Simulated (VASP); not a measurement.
Data:

```xyz
1
Lattice="-1.6250 1.6250 2.4750 1.6250 -1.6250 2.4750 1.6250 1.6250 -2.4750" Properties=species:S:1:pos:R:3 pbc="T T T"
In     0.0000     0.0000     0.0000
```

Level of theory: optB88-vdW, VASP's PBE PAW potentials (set 64) (plane waves; VASP 6.6.1). Numerical set-up: 520 eV cut-off, 14×14×14 Γ-centred mesh, first-order Methfessel-Paxton smearing of 0.10 eV, potentials In_d.

Energy and stress use the plane-wave basis of the starting cell.

Q: The ions, cell shape and volume are relaxed. Predict the relaxed structure.

A: 
```xyz
1
Lattice="-1.6342 1.6342 2.5695 1.6342 -1.6342 2.5695 1.6342 1.6342 -2.5695" Properties=species:S:1:pos:R:3 pbc="T T T"
In     0.0000     0.0000     0.0000
```
Space group I4/mmm (139), at a tolerance of 0.03 Å.

Q: How do energy and volume change from the first to the last step?

A: The energy (σ→0) changes by -8.1 meV/atom and the volume by +5.0 %, in 13 ionic steps.

The compound is In in the bct structure. This run relaxes it. Symmetry was kept, so distortions that lower it aren't found.
